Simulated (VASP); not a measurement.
Set up this calculation in VASP 6.6.1, as the native input.

```
Task                   : single point
Functional             : PBE
Potentials or basis    : VASP PAW PBE potentials, release 64 (Rb_sv, Pb_d, H)
Cutoff                 : 520 eV
k mesh                 : 8 × 8 × 8
Occupations            : gaussian, width 0.02 eV
Spin                   : no spin polarisation
Dipole correction      : no
Further INCAR settings : ALGO = Normal; EDIFF = 1e-06; NBANDS = 21
```

The structure of RbH3Pb lies in POSCAR:

```
RbH3Pb
1.0
    4.5963000000      0.0000000000      0.0000000000
    0.0000000000      4.5963000000      0.0000000000
    0.0000000000      0.0000000000      4.5963000000
Rb Pb H
1 1 3
Direct
    0.0000000000      0.0000000000      0.0000000000
    0.5000000000      0.5000000000      0.5000000000
    0.5000000000      0.5000000000      0.0000000000
    0.5000000000      0.0000000000      0.5000000000
    0.0000000000      0.5000000000      0.5000000000
```

The cell comes from a database or a generator and needn't be the stable form of this composition.

One way to write it, as run:

INCAR

```
PREC     = Accurate       # precision mode
ENCUT    = 520            # plane-wave cutoff, eV
EDIFF    = 1E-6           # SCF threshold, eV
ISMEAR   = 0              # smearing method
SIGMA    = 0.02           # smearing width, eV
LREAL    = False          # projectors in reciprocal space
LASPH    = True           # aspherical terms in the spheres
NELM     = 100            # most SCF steps
ALGO     = Normal         # electronic algorithm
ISIF     = 2              # what is computed and relaxed
LWAVE    = False          # write WAVECAR
LCHARG   = False          # write CHGCAR
GGA      = PE             # functional
NBANDS   = 21             # bands
```

KPOINTS

```
Automatic mesh
0
Gamma
  8 8 8
```

Potentials or basis: VASP PAW PBE potentials, release 64 (Rb_sv, Pb_d, H).

The run is started by

```console
$ cat potpaw_PBE.64/Rb_sv/POTCAR potpaw_PBE.64/Pb_d/POTCAR potpaw_PBE.64/H/POTCAR > POTCAR
$ mpirun -np 1 vasp_std > vasp.out
```

It gave:

| Item | Value |
| --- | --- |
| Pressure | 0.3 GPa |
| Band gap on the k mesh | 0.24 eV, indirect (least direct gap 0.25 eV) |

Caveat: spin-orbit coupling is left out, which as a rule narrows the gap of such compounds by several tenths of an eV.

Run time: 24 s on 1 thread of Intel(R) Xeon(R) 6975P-C (Granite Rapids) (shared host), peak memory 0.24 GiB.
